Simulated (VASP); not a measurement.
Input:

```xyz
4
Lattice="3.8113 0.0000 0.0000 0.0000 3.8113 0.0000 0.0000 0.0000 4.7301" Properties=species:S:1:pos:R:3 pbc="T T T"
Sn     1.9056     0.0000     1.1536
Sn     3.8113     1.9056     3.5766
O      3.8113     0.0000     0.0000
O      1.9056     1.9056     0.0000
```

Level of theory: PBEsol GGA, VASP's PBE PAW potentials (set 64) (plane waves; VASP 6.6.1). Settings: 520 eV cut-off, 7×7×5 Γ-centred mesh, tetrahedra with Blöchl corrections, potentials Sn_d O.

The cores are frozen, which limits the accuracy of field gradients. Without a dispersion term in the relaxation, distances and binding between the weakly bound layers, chains or molecules are unreliable, and so is what depends on them.

**Question.** Give the principal components of the electric field gradient (V/Å²) and the asymmetry η at each nucleus.

**Answer.** 
```tsv
atom	Vxx	Vyy	Vzz	η
Sn1	79.9	79.9	-159.8	0.00
Sn2	79.9	79.9	-159.8	0.00
O3	-0.4	-0.4	0.8	0.00
O4	-0.4	-0.4	0.8	0.00
```

The structure comes from a measured SnO entry (P4/nmm) of the Crystallography Open Database, whose conditions weren't checked. It was relaxed first, which changed the volume by -5 %.
